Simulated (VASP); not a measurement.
An input for Ansatz (written as the equivalent of a VASP run, and not itself run):

Ansatz 0.2 input:
```yaml
crystal:
  lattice:
    - [0.0000000, 2.1838094, 2.1838094]
    - [2.1838094, 0.0000000, 2.1838094]
    - [2.1838094, 2.1838094, 0.0000000]
  atoms:
    - { symbol: Al, position: [-0.0457915, 0.0457915, 0.0457915] }
    - { symbol: N, position: [0.2500000, 0.2500000, 0.2500000] }
kpoints:
  mp_grid: { grid: [10, 10, 10] }
hamiltonian:
  xc: r2scan
  pseudopotentials: { kind: paw }
scf:
  occupations: { method: gaussian, width: 0.05 }
  max_iter: 100
output: { forces: true, stress: true, eigenvalues: true }
```

### Question
Translate this input to VASP (INCAR, KPOINTS, POSCAR, choice of POTCAR).

### Answer
This is not unique; one that fits is 
POSCAR:
```
AlN
1
   -0.0000000000     2.1838093817     2.1838093817
    2.1838093817     0.0000000000     2.1838093817
    2.1838093817     2.1838093817     0.0000000000
Al N
1 1
Direct
 -0.0457915424   0.0457915424   0.0457915424
  0.2500000000   0.2500000000   0.2500000000
```

### KPOINTS
```
K-points
0
G
  10 10 10
0 0 0
```

### INCAR
```
# general
SYSTEM  = AlN
PREC    = Accurate
ENCUT   = 600   # plane-wave cut-off (eV)
LREAL   = .False.   # projection in real space or not
LASPH   = .True.   # aspherical one-centre terms

# electronic loop
EDIFF   = 1E-7   # SCF stop (eV)
NELM    = 100   # most electronic steps
ALGO    = Normal   # blocked Davidson
LMIXTAU = .True.

# smearing
ISMEAR  = 0   # Gaussian
SIGMA   = 0.05   # width (eV)

# functional
METAGGA = R2SCAN

# ions
ISIF    = 2

# output
LWAVE   = .False.
LCHARG  = .False.
```

POTCAR, in this order: Al N (PBE.64 set). Program: vasp_std.

Limits of the translation: each code has its own PAW files, so the cut-off isn't converted (ENCUT is set for VASP's; basis.ecutwfc is left out, and Ansatz then takes the one that its files recommend); Ansatz stops its SCF on the density residual and VASP on the energy change (EDIFF).

The compound is AlN in the zinc blende structure, a metastable form; wurtzite is the usual one. This cell was strained or had an atom moved on purpose.
